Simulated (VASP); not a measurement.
Input of a VASP 6.6.1 run:

INCAR

```
SYSTEM = CdHgS2
PREC     = Accurate       ! precision mode
ENCUT    = 520            ! plane-wave cutoff, eV
EDIFF    = 1E-7           ! SCF threshold, eV
ISMEAR   = 0              ! smearing method
SIGMA    = 0.1            ! smearing width, eV
LREAL    = .FALSE.        ! projectors in reciprocal space
LASPH    = .TRUE.         ! aspherical terms in the spheres
NELM     = 100            ! most SCF steps
ALGO     = Fast           ! electronic algorithm
ISIF     = 2              ! what is computed and relaxed
LWAVE    = .FALSE.        ! write WAVECAR
LCHARG   = .FALSE.        ! write CHGCAR
GGA      = PE             ! functional
NBANDS   = 26             ! bands
```

KPOINTS

```
Automatic mesh
0
G
  15 15 6
  0 0 0
```

The input POSCAR:

```
CdHgS2
1.0
    4.0518327660      0.0000000000      0.0000000000
   -2.0259163830      3.5089901073      0.0000000000
    0.0000000000      0.0000000000      7.6300523152
Cd Hg S
1 1 2
Direct
    0.3333333333      0.6666666667      0.0000000000
    0.0000000000      0.0000000000      0.5000000000
    0.0000000000      0.0000000000      0.8068753163
    0.0000000000      0.0000000000      0.1931246837
```

Potentials or basis: VASP PAW PBE potentials, release 64 (Cd, Hg, S).

Command:

```bash
$ cat potpaw_PBE.64/Cd/POTCAR potpaw_PBE.64/Hg/POTCAR potpaw_PBE.64/S/POTCAR > POTCAR
$ mpirun -np 1 vasp_std > vasp.out
```

Q: Estimate the pressure.

A: 0.3 GPa.

Q: What does it give for the band gap on the k mesh?

A: 0.12 eV, direct.

Forces in eV/Å, atoms in the order of the input:
```
Cd   0.000  0.000  0.000
Hg   0.000  0.000  0.000
S    0.000  0.000  0.063
S    0.000  0.000 -0.063
```

Caveat: spin-orbit coupling is left out, which moves the levels of the heavy elements; an odd mesh through Γ misses points on the zone boundary, where band edges often lie. As with any semilocal functional, this PBE gap is likely too small.
